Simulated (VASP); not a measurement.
Computed with RPBE GGA, VASP's PBE PAW potentials (set 64) (plane waves; VASP).

VASP input:

INCAR:
```
# general
SYSTEM=SiO2
PREC  =Accurate
ENCUT =520
LREAL =.FALSE.
LASPH =.TRUE.

# electronic loop
EDIFF =1E-6
NELM  =100
ALGO  =Normal

# smearing
ISMEAR=0
SIGMA =0.05

# functional
GGA   =RP

# ions
IBRION=2
NSW   =60
ISIF  =3
EDIFFG=-0.02

# output
LWAVE =.FALSE.
LCHARG=.FALSE.
```

File POSCAR:
```
SiO2
1
    4.2681614438     0.0000000000     0.0000000000
    0.0000000000     4.2681614438     0.0000000000
    0.0000000000     0.0000000000     2.6999786127
Si O
2 4
Direct
  1.0000000000   0.0000000000   1.0000000000
  0.5000000000   0.5000000000   0.5000000000
  0.3074851788   0.3074851788   1.0000000000
  0.8074851788   0.1925148212   0.5000000000
  0.1925148212   0.8074851788   0.5000000000
  0.6925148212   0.6925148212   0.0000000000
```

**KPOINTS**
```
Automatic mesh
0
Gamma
5 5 7
0 0 0
```

POTCAR, in this order: Si O (PBE.64 set). Program: vasp_std.

What VASP printed:

**OUTCAR**
```
 ion  position               nearest neighbor table
   1  0.000  0.000  0.000-   4 1.78   5 1.78   4 1.78   5 1.78   3 1.86   6 1.86
   2  0.500  0.500  0.500-   3 1.78   6 1.78   3 1.78   6 1.78   5 1.86   4 1.86
   3  0.307  0.307  0.000-   2 1.78   2 1.78   1 1.86
   4  0.807  0.193  0.500-   1 1.78   1 1.78   2 1.86
   5  0.193  0.807  0.500-   1 1.78   1 1.78   2 1.86
   6  0.693  0.693  0.000-   2 1.78   2 1.78   1 1.86
  LATTYP: Found a simple tetragonal cell.
 ALAT       =     4.2681614438
 C/A-ratio  =     0.6325858682
 Subroutine PRICEL returns:
 Original cell was already a primitive cell.
 Subroutine GETGRP returns: Found 16 space group operations
The static configuration has the point symmetry D_2h.
 The point group associated with its full space group is D_4h.
The dynamic configuration has the point symmetry D_2h.
 Subroutine INISYM returns: Found 16 space group operations
 Subroutine IBZKPT returns following result:
 Found     24 irreducible k-points:

 Following reciprocal coordinates:
            Coordinates               Weight
  0.000000  0.000000  0.000000      1.000000
  0.200000  0.000000  0.000000      4.000000
  0.400000  0.000000  0.000000      4.000000
  0.200000  0.200000  0.000000      4.000000
  0.400000  0.200000  0.000000      8.000000
  0.400000  0.400000  0.000000      4.000000
  0.000000  0.000000  0.142857      2.000000
  0.200000  0.000000  0.142857      8.000000
  0.400000  0.000000  0.142857      8.000000
  0.200000  0.200000  0.142857      8.000000
  0.400000  0.200000  0.142857     16.000000
  0.400000  0.400000  0.142857      8.000000
  0.000000  0.000000  0.285714      2.000000
  0.200000  0.000000  0.285714      8.000000
  0.400000  0.000000  0.285714      8.000000
  0.200000  0.200000  0.285714      8.000000
  0.400000  0.200000  0.285714     16.000000
  0.400000  0.400000  0.285714      8.000000
...
```

### OSZICAR
```
       N       E                     dE             d eps       ncg     rms          rms(c)
DAV:   1     0.168020791034E+03    0.16802E+03   -0.18072E+04   968   0.153E+03
DAV:   2    -0.409514151774E+02   -0.20897E+03   -0.20189E+03  1332   0.319E+02
DAV:   3    -0.482446813727E+02   -0.72933E+01   -0.72702E+01  1152   0.642E+01
DAV:   4    -0.483019739410E+02   -0.57293E-01   -0.57238E-01  1128   0.651E+00
DAV:   5    -0.483026160426E+02   -0.64210E-03   -0.64203E-03  1104   0.676E-01    0.174E+01
DAV:   6    -0.437805631498E+02    0.45221E+01   -0.18134E+01  1064   0.300E+01    0.808E+00
DAV:   7    -0.438342247968E+02   -0.53662E-01   -0.49742E-01  1124   0.509E+00    0.301E+00
DAV:   8    -0.438661106060E+02   -0.31886E-01   -0.24975E-02  1092   0.155E+00    0.114E+00
DAV:   9    -0.438798387909E+02   -0.13728E-01   -0.15868E-02  1108   0.126E+00    0.328E-01
DAV:  10    -0.438804234432E+02   -0.58465E-03   -0.17750E-03  1128   0.356E-01    0.669E-02
DAV:  11    -0.438803477272E+02    0.75716E-04   -0.37490E-04  1096   0.146E-01    0.742E-03
DAV:  12    -0.438803537735E+02   -0.60463E-05   -0.16666E-05  1116   0.335E-02    0.864E-03
DAV:  13    -0.438803538030E+02   -0.29461E-07   -0.23509E-06   776   0.127E-02
   1 F= -.43880354E+02 E0= -.43880354E+02  d E =-.438804E+02
```

**OUTCAR**
```
------------------------ aborting loop because EDIFF is reached ----------------------------------------
  FORCE on cell =-STRESS in cart. coord.  units (eV):
  Direction    XX          YY          ZZ          XY          YZ          ZX
  --------------------------------------------------------------------------------------
  Total       -0.0538179     -0.0538179      0.0005960      0.0000000      0.0000000      0.0000000
  in kB       -1.7530541     -1.7530541      0.0194148      0.0000000      0.0000000      0.0000000
  external PRESSURE =      -1.1622312 kB  Pullay stress =       0.0000000 kB
  volume of cell :       49.19
      direct lattice vectors                 reciprocal lattice vectors
     4.268161444  0.000000000  0.000000000     0.234292918  0.000000000  0.000000000
     0.000000000  4.268161444  0.000000000     0.000000000  0.234292918  0.000000000
     0.000000000  0.000000000  2.699978613     0.000000000  0.000000000  0.370373304
 POSITION                                       TOTAL-FORCE (eV/Angst)
 -----------------------------------------------------------------------------------
      0.00000      0.00000      0.00000         0.000000      0.000000     -0.000000
      2.13408      2.13408      1.34999         0.000000      0.000000     -0.000000
      1.31240      1.31240      0.00000         0.012243      0.012243      0.000000
      3.44648      0.82168      1.34999         0.012243     -0.012243     -0.000000
      0.82168      3.44648      1.34999        -0.012243      0.012243      0.000000
      2.95577      2.95577      0.00000        -0.012243     -0.012243     -0.000000
 -----------------------------------------------------------------------------------
    total drift:                                0.000000      0.000000     -0.000000
  FREE ENERGIE OF THE ION-ELECTRON SYSTEM (eV)
  ---------------------------------------------------
  free  energy   TOTEN  =       -43.8803538030 eV

  energy  without entropy=      -43.8803538030  energy(sigma->0) =      -43.88035380

 reached required accuracy - stopping structural energy minimisation
```
(Selected blocks of OUTCAR.)

The compound is SiO2 in the rutile structure, stishovite, a high-pressure form. It was relaxed first, which changed the volume by +5 %. The start is the result of an earlier pass.
